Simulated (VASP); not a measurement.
VASP runs on Rh (fcc) share one base input (PBE GGA, plane waves, VASP's PBE PAW potentials (set 64)) and change the settings named in each case.

File POSCAR:
```
Rh
2.7407460
  0.0000000000   0.7071067512   0.7071067512
  0.7071067512   0.0000000000   0.7071067512
  0.7071067512   0.7071067512   0.0000000000
Rh
1
direct
  0.0000000000   0.0000000000   0.0000000000
```

**INCAR**
```
SYSTEM = Rh
PREC = Accurate
ENCUT = 400
EDIFF = 1E-6
NELM = 100
ALGO = Normal
LREAL = .FALSE.
LASPH = .TRUE.
ISMEAR = 1
SIGMA = 0.1
GGA = PE
LMAXMIX = 4
LWAVE = .FALSE.
LCHARG = .FALSE.
ISIF = 2
```

### KPOINTS
```
Automatic
0
G
15 15 15
```

POTCAR, in this order: Rh_pv (PBE.64 set). Program: vasp_std.

```csv
change,electronic steps
base run,11
ALGO = Fast,12
ALGO = VeryFast,18
ALGO = All,15
ALGO = Damped,21
ALGO = Conjugate,15
```

Left out are runs that ran out of time, are held back, or changed the cell or the kind of run, fixed moments of cells without a moment, rows past the twelfth, gaps on odd meshes, pressures of charged cells and columns that move by less than the noise.

The compound is Rh in the fcc structure. The cell was not relaxed at this level.
